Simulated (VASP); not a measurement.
Write the native input for VASP 6.6.1 that does the following.

* Task: single point
* Functional: PBEsol
* Potentials or basis: VASP PAW PBE potentials, release 64 (Cu, Si, C)
* Cutoff: 450 eV
* k mesh: 3 × 4 × 4
* Occupations: gaussian, width 0.03 eV
* Spin: collinear spin, ferromagnetic start
* Starting moments: [3.0, 0.0, 0.0, 0.0, 0.0, 0.0, 0.0, 0.0, 0.0, 0.0, 0.0, 0.0, 0.0, 0.0, 0.0, 0.0, 0.0, 0.0, 0.0, 0.0, 0.0, 0.0, 0.0, 0.0] μB
* Fixed moment: 3 μB
* Hubbard terms: Cu d U = 5 eV
* Dq: 0
* Further INCAR settings: LREAL = Auto; ALGO = Normal; EDIFF = 1e-05; ISYM = 0

The structure of CuSi11C12 (a cell with a defect) lies in POSCAR:

```
CuSi11C12                               
1.0
    0.0000000000      6.5370000000      6.5370000000
    4.3580000000      0.0000000000      4.3580000000
    4.3580000000      4.3580000000      0.0000000000
  Cu              Si              C             
     1    11    12
Direct
     0.9986250593378860    0.0007829700289506    0.0011946286955630
     0.9996836410677337    0.9984949738954965    0.5024326542835343
     0.9998009619263166    0.5021494650736739    0.9987101313255741
     0.9998764865268769    0.5018701237452082    0.5024277282466380
     0.3334947946703698    0.0002284431766928    0.9999124869814313
     0.3352394767772292    0.9991179598489015    0.5009599065115323
     0.3352777870178449    0.5010132931996513    0.9990605062318384
     0.3338673529806515    0.5008036104583905    0.5003364264949780
     0.6688301417012085    0.9992536248598292    0.9991581911003468
     0.6675195633335775    0.9996581468801339    0.5017116912659298
     0.6674883442717637    0.5014760845892561    0.9999084839372036
     0.6682599315722140    0.5000641552555131    0.4998462882602683
     0.0870091092052848    0.1318438235581779    0.1320088039933963
     0.0887918587369343    0.1309259249121704    0.6072057265238417
     0.0887721044234675    0.6069527093826106    0.1313475533158932
     0.0839234031912958    0.6256284448187519    0.6258243508148894
     0.4180568308529247    0.1244171730900080    0.1243099418376032
     0.4164315540245401    0.1260086951554833    0.6264391166488833
     0.4164734509546170    0.6267664522246484    0.1255630584005885
     0.4183183857846333    0.6247736907987818    0.6246400659714006
     0.7358828755880298    0.1329815024881238    0.1332939993817931
     0.7504133820152754    0.1254055319134929    0.6255555109516888
     0.7504260028050382    0.6255912880697778    0.1251992045206920
     0.7504775012343009    0.6255569125762870    0.6257575443044727
```

These files were run (other wordings do the same):

INCAR

```
PREC     = Accurate       # precision mode
ENCUT    = 450            # plane-wave cutoff, eV
EDIFF    = 1E-5           # SCF threshold, eV
ISMEAR   = 0              # smearing method
SIGMA    = 0.03           # smearing width, eV
LREAL    = Auto         
LASPH    = True           # aspherical terms in the spheres
NELM     = 120            # most SCF steps
ALGO     = Normal         # electronic algorithm
ISIF     = 2              # what is computed and relaxed
LWAVE    = False          # write WAVECAR
LCHARG   = False          # write CHGCAR
ISPIN    = 2              # spin polarisation
MAGMOM   = 3 0 0 0 0 0 0 0 0 0 0 0 0 0 0 0 0 0 0 0 0 0 0 0 # initial moments
LORBIT   = 11             # projections on sites
NUPDOWN  = 3              # fixed moment
LMAXMIX  = 4              # l up to which the mixer works
LDAU     = True           # DFT+U
LDAUTYPE = 2            
LDAUL    = 2 -1 -1        # shell
LDAUU    = 5 0 0          # U, eV
LDAUJ    = 0 0 0        
LDAUPRINT= 1            
GGA      = PS             # functional
ISYM     = 0            
KPAR     = 4
```

KPOINTS

```
regular mesh
0
Gamma
  3 4 4
```

Potentials or basis: VASP PAW PBE potentials, release 64 (Cu, Si, C).

Launch:

```console
$ cat potpaw_PBE.64/Cu/POTCAR potpaw_PBE.64/Si/POTCAR potpaw_PBE.64/C/POTCAR > POTCAR
$ mpirun -np 4 vasp_std > vasp.out
```

Results of the run:

```json
{"Largest force": "0.054 eV/Å", "Net moment": "3.00 μB per cell", "Site moments": "Cu +0.60; Si +0.00, -0.00, +0.01; C +0.28, +0.27, +0.01, +0.10, +0.03, +0.22, +0.02 μB", "Valence electrons inside the program's atomic spheres": "Cu 10.25; Si 1.70, 1.69, 1.68; C 2.48, 2.54, 2.52, 2.53, 2.49"}
```

Caveat: the PAW data sets were made with another functional, which shifts forces and pressure a little; the total moment is fixed, so each spin has its own Fermi level; the U is typed as a test and isn't derived for this compound.

Run time: 7.4 min on 4 MPI ranks on Intel(R) Xeon(R) Platinum 8375C CPU @ 2.90GHz (Ice Lake), on a shared host, peak memory 0.76 GiB a rank.
